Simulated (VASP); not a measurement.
VASP input:

File KPOINTS:
```
K-points
0
G
  7 7 1
0 0 0
```

**INCAR**
```
SYSTEM  =  La
PREC  =  Accurate; ENCUT  =  300; LREAL  =  F
LASPH  =  T
EDIFF  =  1E-6; NELM  =  100; ALGO  =  Normal
LMAXMIX  =  6
ISMEAR  =  1; SIGMA  =  0.05
GGA  =  PE
ISIF  =  2
LWAVE  =  F; LCHARG  =  F
```

File POSCAR:
```
La
3.7609530
  1.0000000000   0.0000000000   0.0000000000
 -0.4999998671   0.8660251803   0.0000000000
  0.0000000000   0.0000000000   6.1578275506
La
4
Direct
  0.3258030000   0.6679990000   0.3014200000
  0.6671710000   0.3355250000   0.4340100000
  0.3255570000   0.6639070000   0.5661230000
  0.6814700000   0.3325690000   0.6984470000
```

POTCAR, in this order: La (PBE.64 set). Program: vasp_std.

Question: Write an equivalent input for Ansatz.

Answer: One equivalent input (not run):
Ansatz 0.2 input:
```yaml
crystal:
  lattice:
    - [3.7609530, 0.0000000, 0.0000000]
    - [-1.8804760, 3.2570800, 0.0000000]
    - [0.0000000, 0.0000000, 23.1593000]
  atoms:
    - { symbol: La, position: [0.3258030, 0.6679990, 0.3014200] }
    - { symbol: La, position: [0.6671710, 0.3355250, 0.4340100] }
    - { symbol: La, position: [0.3255570, 0.6639070, 0.5661230] }
    - { symbol: La, position: [0.6814700, 0.3325690, 0.6984470] }
kpoints:
  mp_grid: { grid: [7, 7, 1] }
hamiltonian:
  xc: pbe
  pseudopotentials: { kind: paw }
scf:
  occupations: { method: methfessel_paxton, width: 0.05 }
  max_iter: 100
output: { forces: true, stress: true, eigenvalues: true }
```
The two are equivalent in intent, not identical: each code has its own PAW files, so the cut-off isn't converted (ENCUT is set for VASP's; basis.ecutwfc is left out, and Ansatz then takes the one that its files recommend); Ansatz stops its SCF on the density residual and VASP on the energy change (EDIFF).

The cell is a sheet with vacuum, built from a generated structure.
